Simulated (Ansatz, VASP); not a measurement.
# Cross-check of TiC between VASP and Ansatz, part 2 of 2

One calculation is typed for both programs; each brings its own data sets. How far apart do they land? The cell is taken from a series of runs on this material, whose earlier steps may have relaxed, scaled, displaced or heated it; both programs get it as it stands.

VASP 6.6.1 and Ansatz 0.2.0.

So far: Starting point; Ansatz: zone-centre phonons, PBEsol.

### 3. VASP: zone-centre phonons, PBEsol

Level of this step: PBEsol; plane waves and PAW (Ti_sv, C) (VASP).

The same cell, functional, mesh and smearing now go to VASP, with its own data sets.

Lines of VASP's logs that name or quote its potential files are left out, and so is its time.

INCAR

```
SYSTEM = TiC
PREC = Accurate
ENCUT = 600
EDIFF = 1E-08
NELM = 120
ISMEAR = 1
SIGMA = 0.2
LREAL = .FALSE.
ALGO = Normal
GGA = PS
NBANDS = 14
LASPH = .TRUE.
LORBIT = 11
LWAVE = .FALSE.
LCHARG = .FALSE.
ISIF = 2
IBRION = 8
GGA_COMPAT = .FALSE.
```

POSCAR

```
TiC
1.0
    0.0000000000      2.1678788773      2.1678788773
    2.1678788773      0.0000000000      2.1678788773
    2.1678788773      2.1678788773      0.0000000000
Ti C
1 1
Direct
    0.0000000000      0.0000000000      0.0000000000
    0.5000000000      0.5000000000      0.5000000000
```

KPOINTS

```
Automatic mesh
0
Gamma
16 16 16
0 0 0
```

The projector-augmented-wave data sets are Ti_sv and C (PBE family, release 64).

Started as:

```console
> export OMP_NUM_THREADS=3
> mpirun -np 1 vasp_std
```

Numbers of over 12 decimals in the logs are rounded to 6 here.

Log:

```text
[banner, memory and clock lines left out]
running    1 mpi-ranks, on    1 nodes
 distrk:  each k-point on    1 cores,    1 groups
 distr:  one band on    1 cores,    1 groups
 Offloading initialized ...    1 GPUs detected
 POSCAR found type information on POSCAR TiC
 POSCAR found :  2 types and       2 ions
|                                                                             |
|               ----> ADVICE to this user running VASP <----                  |
|                                                                             |
|     You enforced a specific xc type in the INCAR file but a different       |
|     [... a line on the potential file left out ...]
|     I HOPE YOU KNOW WHAT YOU ARE DOING!                                     |
|                                                                             |

 LDA part: xc-table for (Slater+PW92), standard interpolation
 POSCAR, INCAR and KPOINTS ok, starting setup
 FFT: planning ... GRIDC
 FFT: planning ... GRID_SOFT
 FFT: planning ... GRID
 WAVECAR not read
 entering main loop
       N       E                     dE             d eps       ncg     rms          rms(c)
DAV:   1     0.126450207426E+03    0.12645E+03   -0.88937E+03  4074   0.151E+03
DAV:   2    -0.163898141858E+02   -0.14284E+03   -0.13465E+03  4288   0.370E+02
DAV:   3    -0.248894582466E+02   -0.84996E+01   -0.83201E+01  5566   0.871E+01
DAV:   4    -0.252184004588E+02   -0.32894E+00   -0.32865E+00  5046   0.155E+01
DAV:   5    -0.252260389497E+02   -0.76385E-02   -0.76381E-02  5472   0.210E+00    0.183E+01
DAV:   6    -0.204260109215E+02    0.48000E+01   -0.12904E+01  5768   0.600E+01    0.683E+00
DAV:   7    -0.198420880788E+02    0.58392E+00   -0.21599E+00  4992   0.220E+01    0.504E+00
DAV:   8    -0.198095312666E+02    0.32557E-01   -0.10914E-01  4516   0.381E+00    0.343E+00
DAV:   9    -0.197931677467E+02    0.16364E-01   -0.12966E-01  4950   0.475E+00    0.757E-01
DAV:  10    -0.197925274272E+02    0.64032E-03   -0.11690E-02  5358   0.137E+00    0.758E-01
DAV:  11    -0.197894770815E+02    0.30503E-02   -0.56435E-03  4432   0.113E+00    0.237E-01
DAV:  12    -0.197893481905E+02    0.12889E-03   -0.42077E-04  5098   0.240E-01    0.570E-02
DAV:  13    -0.197893370928E+02    0.11098E-04   -0.62086E-05  4744   0.673E-02    0.132E-02
DAV:  14    -0.197893350078E+02    0.20850E-05   -0.37142E-06  4976   0.323E-02    0.360E-03
DAV:  15    -0.197893348982E+02    0.10954E-06   -0.33634E-07  4726   0.754E-03    0.199E-03
DAV:  16    -0.197893348481E+02    0.50132E-07   -0.78634E-08  5122   0.217E-03    0.345E-04
DAV:  17    -0.197893348297E+02    0.18389E-07   -0.45897E-09  2558   0.722E-04    0.217E-04
DAV:  18    -0.197893348323E+02   -0.26379E-08   -0.57909E-10  2258   0.264E-04
   1 F= -.19789335E+02 E0= -.19789191E+02  d E =-.432990E-03
 Linear response reoptimize wavefunctions to high precision
DAV:   1    -0.197893348332E+02   -0.88744E-09   -0.19972E-10  2522   0.134E-04
DAV:   2    -0.197893348332E+02   -0.68212E-11   -0.69631E-11  2162   0.708E-05
 Linear response DOF=            2
 Linear response progress:
  Degree of freedom:   1/  2
       N       E                     dE             d eps       ncg     rms          rms(c)
RMM:   1    -0.701921867752E+00   -0.70192E+00    0.55189E+00  9859   0.138E+02
RMM:   2    -0.676704723043E+00    0.25217E-01   -0.24542E-01 16613   0.498E+00    0.225E-01
RMM:   3    -0.674839058850E+00    0.18657E-02   -0.18393E-02 19449   0.115E+00    0.111E-01
RMM:   4    -0.673947075868E+00    0.89198E-03   -0.80295E-03 21234   0.524E-01    0.222E-02
RMM:   5    -0.674483313832E+00   -0.53624E-03   -0.12714E-03 22497   0.210E-01    0.109E-02
RMM:   6    -0.674835328675E+00   -0.35201E-03   -0.33313E-04 22553   0.909E-02    0.740E-03
RMM:   7    -0.675285828576E+00   -0.45050E-03   -0.76672E-05 20419   0.467E-02    0.447E-03
RMM:   8    -0.675224923376E+00    0.60905E-04   -0.37731E-05 22529   0.236E-02    0.114E-03
RMM:   9    -0.675174454948E+00    0.50468E-04   -0.26800E-05 22267   0.136E-02    0.792E-04
RMM:  10    -0.675201812732E+00   -0.27358E-04   -0.12872E-05 22205   0.804E-03    0.192E-04
RMM:  11    -0.675212422319E+00   -0.10610E-04   -0.91481E-06 23066   0.529E-03    0.356E-05
RMM:  12    -0.675211644219E+00    0.77810E-06   -0.66604E-06 23667   0.362E-03    0.709E-05
RMM:  13    -0.675213532526E+00   -0.18883E-05   -0.51943E-06 21846   0.273E-03    0.558E-05
RMM:  14    -0.675215100818E+00   -0.15683E-05   -0.49567E-06 22877   0.214E-03    0.301E-05
RMM:  15    -0.675214463662E+00    0.63716E-06   -0.39002E-06 22102   0.173E-03    0.645E-05
RMM:  16    -0.675215322782E+00   -0.85912E-06   -0.33186E-06 21069   0.145E-03    0.517E-05
RMM:  17    -0.675215757597E+00   -0.43482E-06   -0.27499E-06 21549   0.123E-03    0.452E-05
RMM:  18    -0.675216126172E+00   -0.36857E-06   -0.24581E-06 21134   0.106E-03    0.394E-05
RMM:  19    -0.675216143595E+00   -0.17423E-07   -0.20916E-06 23915   0.915E-04    0.443E-05
 first order change of Fermi-energy   0.10058E-03
 force on displaced ion       1 direction 1 :  -9.317   0.000   0.000
 Linear response progress:
  Degree of freedom:   2/  2
       N       E                     dE             d eps       ncg     rms          rms(c)
RMM:   1    -0.123439427892E+00   -0.12344E+00   -0.32415E-02 21203   0.217E+00
RMM:   2    -0.115835692510E+00    0.76037E-02   -0.51345E-03 18938   0.523E-01    0.131E-01
RMM:   3    -0.116504677095E+00   -0.66898E-03   -0.17830E-03 19649   0.225E-01    0.615E-02
RMM:   4    -0.117458298546E+00   -0.95362E-03   -0.61794E-04 20086   0.136E-01    0.150E-02
RMM:   5    -0.117573236665E+00   -0.11494E-03   -0.13580E-04 22549   0.545E-02    0.229E-03
RMM:   6    -0.117564874735E+00    0.83619E-05   -0.17934E-05 22243   0.218E-02    0.115E-03
RMM:   7    -0.117565108296E+00   -0.23356E-06   -0.38359E-06 22897   0.102E-02    0.435E-04
RMM:   8    -0.117565184250E+00   -0.75954E-07   -0.66539E-07 22917   0.482E-03    0.264E-04
RMM:   9    -0.117564669830E+00    0.51442E-06    0.51296E-09 22817   0.252E-03    0.129E-04
RMM:  10    -0.117564273995E+00    0.39583E-06   -0.47587E-07 23066   0.137E-03    0.531E-05
RMM:  11    -0.117564024735E+00    0.24926E-06   -0.22137E-07 22903   0.711E-04    0.540E-05
RMM:  12    -0.117564130288E+00   -0.10555E-06   -0.75679E-09 22304   0.398E-04    0.804E-06
RMM:  13    -0.117564143845E+00   -0.13556E-07   -0.16845E-08 23741   0.215E-04    0.129E-05
RMM:  14    -0.117564146792E+00   -0.29477E-08   -0.66215E-08 23632   0.111E-04    0.127E-05
 first order change of Fermi-energy   0.28775E-03
 force on displaced ion       2 direction 1 :  -9.296   0.000   0.000
 Linear response finished
```

Parts of OUTCAR (step 3):

```text
ion  position               nearest neighbor table
   1  0.000  0.000  0.000-   2 2.17   2 2.17   2 2.17   2 2.17   2 2.17   2 2.17
   2  0.500  0.500  0.500-   1 2.17   1 2.17   1 2.17   1 2.17   1 2.17   1 2.17

  LATTYP: Found a face centered cubic cell.
 ALAT       =     4.3357577546

 Subroutine GETGRP returns: Found 48 space group operations
 (whereof 48 operations were pure point group operations)

The static configuration has the point symmetry O_h .

 Found    145 irreducible k-points:

   k-points           NKPTS =    145   k-points in BZ     NKDIM =    145   number of bands    NBANDS=     14

   dimension x,y,z NGX =    24 NGY =   24 NGZ =   24
   dimension x,y,z NGXF=    48 NGYF=   48 NGZF=   48

   ENCUT  =  600.0 eV  44.10 Ry    6.64 a.u.   6.12  6.12  6.12*2*pi/ulx,y,z

   NELECT =      16.0000    total number of electrons

 k-points in reciprocal lattice and weights: Automatic mesh
   0.00000000  0.00000000  0.00000000       0.000
   0.06250000  0.00000000  0.00000000       0.002
   0.12500000  0.00000000  0.00000000       0.002
   0.18750000  0.00000000  0.00000000       0.002
   0.25000000  0.00000000  0.00000000       0.002
   0.31250000  0.00000000  0.00000000       0.002
   0.37500000  0.00000000  0.00000000       0.002
   0.43750000  0.00000000  0.00000000       0.002
   0.50000000  0.00000000  0.00000000       0.001
[...]
-0.31250000  0.50000000  0.18750000       0.003
  -0.25000000  0.50000000  0.25000000       0.001

 average (electrostatic) potential at core
       1 -71.0282       2 -44.6630

  Total       -0.9241803     -0.9241803     -0.9241803     -0.0000000     -0.0000000      0.0000000
  in kB      -72.6661632    -72.6661632    -72.6661632     -0.0000000     -0.0000000      0.0000000
  external PRESSURE =     -72.6661632 kB  Pullay stress =       0.0000000 kB

  energy-cutoff  :      600.00
  volume of cell :       20.38
      direct lattice vectors                 reciprocal lattice vectors
     0.000000000  2.167878877  2.167878877    -0.230640192  0.230640192  0.230640192
     2.167878877  0.000000000  2.167878877     0.230640192 -0.230640192  0.230640192
     2.167878877  2.167878877  0.000000000     0.230640192  0.230640192 -0.230640192

 POSITION                                       TOTAL-FORCE (eV/Angst)
 -----------------------------------------------------------------------------------
      0.00000      0.00000      0.00000         0.000000     -0.000000     -0.000000
      2.16788      2.16788      2.16788         0.000000      0.000000      0.000000
 -----------------------------------------------------------------------------------
    total drift:                                0.000000     -0.000000     -0.000000

 Eigenvectors and eigenvalues of the dynamical matrix
 ----------------------------------------------------

   1 f  =   15.385366 THz    96.669104 2PiTHz  513.200560 cm-1    63.628731 meV
             X         Y         Z           dx          dy          dz
      0.000000  0.000000  0.000000    -0.448223   -0.000000   -0.000000
      2.167879  2.167879  2.167879     0.893922    0.000000   -0.000000

   2 f  =   15.385366 THz    96.669104 2PiTHz  513.200560 cm-1    63.628731 meV
             X         Y         Z           dx          dy          dz
      0.000000  0.000000  0.000000     0.000000    0.280291   -0.349772
      2.167879  2.167879  2.167879     0.000000   -0.559004    0.697575

   3 f  =   15.385366 THz    96.669104 2PiTHz  513.200560 cm-1    63.628731 meV
             X         Y         Z           dx          dy          dz
      0.000000  0.000000  0.000000     0.000000   -0.349772   -0.280291
      2.167879  2.167879  2.167879    -0.000000    0.697575    0.559004

   4 f/i=    0.006839 THz     0.042971 2PiTHz    0.228124 cm-1     0.028284 meV
             X         Y         Z           dx          dy          dz
      0.000000  0.000000  0.000000     0.877242   -0.168511    0.033855
      2.167879  2.167879  2.167879     0.439860   -0.084494    0.016975

   5 f/i=    0.006839 THz     0.042971 2PiTHz    0.228124 cm-1     0.028284 meV
             X         Y         Z           dx          dy          dz
      0.000000  0.000000  0.000000     0.171879    0.860057   -0.172789
      2.167879  2.167879  2.167879     0.086182    0.431243   -0.086638

   6 f/i=    0.006839 THz     0.042971 2PiTHz    0.228124 cm-1     0.028284 meV
             X         Y         Z           dx          dy          dz
      0.000000  0.000000  0.000000    -0.000000    0.176074    0.876410
      2.167879  2.167879  2.167879     0.000000    0.088286    0.439442

 ELASTIC MODULI CONTR FROM IONIC RELAXATION (kBar)
 Direction    XX          YY          ZZ          XY          YZ          ZX
 --------------------------------------------------------------------------------
 XX           0.0000      0.0000      0.0000      0.0000      0.0000      0.0000
 YY           0.0000      0.0000      0.0000      0.0000      0.0000      0.0000
 ZZ           0.0000      0.0000      0.0000      0.0000      0.0000      0.0000
 XY           0.0000      0.0000      0.0000      0.0000      0.0000      0.0000
 YZ           0.0000      0.0000      0.0000      0.0000      0.0000      0.0000
 ZX           0.0000      0.0000      0.0000      0.0000      0.0000      0.0000
 --------------------------------------------------------------------------------
```

### 4. Differences

Known differences besides the potentials themselves: VASP's run holds the zone centre alone; the cutoff is 420 eV in Ansatz and 600 eV in VASP; Ansatz makes its cores anew for this functional, VASP keeps those of its PBE data sets. Total energies have different zeros and are not compared.

Both answers:

```
                  quantity  Ansatz   VASP  difference
optical mode 1 to 3 (cm⁻¹)   512.5  513.2     -0.15 %
```

Modes are paired by rising frequency, not by their patterns, so a pair may set unlike modes beside each other; they are those without the splitting of longitudinal modes.

### 5. Outcome

```yaml
r_m_s_difference_of_the_optical_zone_centre_modes_each_program_s_sorted_by_frequency_zone_centre_phonons_pbesol: 0.75 cm⁻¹
```

In words: The r.m.s. difference of the optical zone-centre modes, each program's sorted by frequency is 0.75 cm⁻¹ (zone-centre phonons, PBEsol). Such differences can come from data sets, numerical settings and the points named under the comparisons, not from the functional's error against experiment.

[Lines on the potential files, build, host, timing and source positions are cut from VASP's logs without a mark.]

[Logs are printed without paths, hosts, clocks, repeated set-up lines and the standing remarks that a program may print on its own settings, such as how far it seeks lower states.]

[Hosts, paths, dates, database ids (printed as entryN), source tags and the programs' standing remarks are cut or masked in the printed files.]
